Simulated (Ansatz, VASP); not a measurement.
**TaGe3: VASP beside Ansatz**

```
Ta Ge
1.0
     4.18230    0.00000    0.00000
     0.00000    4.18230    0.00000
     0.00000    0.00000    4.18230
Ta Ge
1 3
Direct
  0.00000 0.00000 0.00000
  0.50000 0.50000 0.00000
  0.00000 0.50000 0.50000
  0.50000 0.00000 0.50000
```

Change from the starting cell: species swapped into the Al3Ga type (Pm-3m, No. 221).

Alike in both runs: task relaxation of cell and atoms; functional PBE; k mesh 4 × 4 × 4; occupations gaussian, width 0.1 eV; no spin polarisation.

```csv
,VASP,Ansatz
version,VASP 6.6.1,Ansatz 0.2.0
potentials or method,"VASP PAW PBE potentials, release 64 (Ta_pv, Ge_d)","scalar-relativistic, plane waves, PAW"
plane-wave cutoff (eV),600,420
valence electrons in the cell,53,55
```

Ansatz gave:

- gap on the k mesh at the Fermi level, each at its own relaxed structure (eV): none
- relaxed volume (Å³/atom): 17.37
- relaxed cell length with the largest relative difference (Å): 4.111
- energy change over the relaxation (meV/atom): -13

What did VASP give for the same quantities?

gap on the k mesh at the Fermi level, each at its own relaxed structure (eV): none; relaxed volume (Å³/atom): 17.41; relaxed cell length with the largest relative difference (Å): 4.114; energy change over the relaxation (meV/atom): -13.

A gap of «none» marks a metal or a gap that the smearing closes. The two sets of potentials don't hold the same shells in valence.

Caveats: the k mesh is coarse (spacing up to 0.38 Å⁻¹), so the values aren't converged. Spin-orbit coupling is left out, which matters for the levels of Ta.
